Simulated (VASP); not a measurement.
Runs of VASP 6.6.1 on Li4BH. All rows change the cell; the cell of one of them follows. Symmetry: F-43m, No. 216, cubic system. The conventional cell has a = 6.746 Å, b = 6.746 Å, c = 6.746 Å, α = 90.00°, β = 90.00°, γ = 90.00°. Around Li (site symmetry 3m) lie 6 Li at 2.36 to 2.41 Å. Around B (site symmetry -43m) lie 12 Li at 2.79 Å and 4 H at 2.92 Å. H (site symmetry -43m) is surrounded by 12 Li at 2.80 Å and 4 B at 2.92 Å. The cell was built by a generator and needn't be a form met in nature.

```tsv
task	cell	k mesh	cutoff (eV)	gap on the mesh (eV)	pressure (GPa)	relaxed volume (Å³/atom)
single point	species swapped into the HfZrFe4 type (F-43m, No. 216)	6 × 6 × 6	520	none	-	-
relaxation of cell and atoms	relaxed from: species swapped into the HfZrFe4 type (F-43m, No. 216)	6 × 6 × 6	600	none	0.1	(a)
single point	species swapped into the HfZrFe4 type (F-43m, No. 216)	10 × 10 × 10	520	none	-	-
relaxation of cell and atoms	relaxed from: species swapped into the HfZrFe4 type (F-43m, No. 216)	10 × 10 × 10	600	none	0.0	12.65
```

Alike in all rows: level PBE; potentials or basis VASP PAW PBE potentials, release 64 (Li_sv, B, H); no spin polarisation; smearing gaussian 0.1 eV.

Fill in the values left out.

(a) 12.70.

Caveats: the cutoff is under 1.25 times the usual one of these potentials, so pressure, stress and relaxed cells hold a basis-set (Pulay) error; the volume moved by over 15 % at a fixed basis, so the end points are rough (some runs).

A gap of «none» marks a metal or a gap under the smearing width.
